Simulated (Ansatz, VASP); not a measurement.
TiB2N3 in VASP and in Ansatz

```
Ti B N
1.0
     2.79859    0.00000    0.00000
     0.00000    2.79859    0.00000
     0.00000    0.00000    6.64116
Ti B N
1 2 3
Direct
  0.50000 0.50000 0.50000
  0.50000 0.50000 0.87495
  0.50000 0.50000 0.12505
  0.00000 0.00000 0.00000
  0.00000 0.00000 0.60684
  0.00000 0.00000 0.39316
```

Change from the starting cell: species swapped into the MgSc3Ru2 type (P4/mmm, No. 123).

Alike in both runs: functional PBE; k mesh 14 × 14 × 6; occupations gaussian, width 0.1 eV; no spin polarisation.

Ansatz relaxed the structure, and its values are those at the end. VASP's run is a single point on that final structure, the one shown.

```csv
,VASP,Ansatz
version,VASP 6.6.1,Ansatz 0.2.0
potentials or method,"VASP PAW PBE potentials, release 64 (Ti_sv, B, N)","scalar-relativistic, plane waves, PAW"
plane-wave cutoff (eV),520,420
valence electrons in the cell,33,33
```

Ansatz gave:

```
gap on the k mesh at the Fermi level (eV) : none
pressure (GPa)                            : 0.0
rms of the force components (eV/Å)        : 0.001
```

Task: Which values does VASP return?

Result: gap on the k mesh at the Fermi level (eV): none; pressure (GPa): 0.4; rms of the force components (eV/Å): 0.063.

A gap of «none» marks a metal or a gap that the smearing closes. With one functional, cell and mesh, what is left measures potentials, basis and numerics.
